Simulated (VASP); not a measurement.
Here is a VASP 6.6.1 calculation.

The input INCAR:

```
SYSTEM = SrMg
PREC = Accurate
ENCUT = 520
EDIFF = 1E-6
ISMEAR = 0
SIGMA = 0.15
LREAL = .False.
LASPH = .True.
NELM = 100
ALGO = Normal
ISIF = 2
LWAVE = .False.
LCHARG = .False.
NBANDS = 13
```

File KPOINTS:

```
Automatic mesh
0
Gamma
  12 12 12
  0 0 0
```

Contents of POSCAR:

```
SrMg
1.0
    0.0000000000      3.4995140000      3.4995140000
    3.4995140000      0.0000000000      3.4995140000
    3.4995140000      3.4995140000      0.0000000000
Sr Mg
1 1
Direct
    0.5000000000      0.5000000000      0.5000000000
    0.0000000000      0.0000000000      0.0000000000
```

Potentials or basis: VASP PAW LDA potentials, release 64 (Sr_sv, Mg).

The run is started by

```console
$ cat potpaw_LDA.64/Sr_sv/POTCAR potpaw_LDA.64/Mg/POTCAR > POTCAR
$ mpirun -np 1 vasp_std > vasp.out
```

Task: Predict the band gap on the k mesh.

Result: None (metal or under the smearing width).

Task: Predict the pressure.

Result: -1.3 GPa.
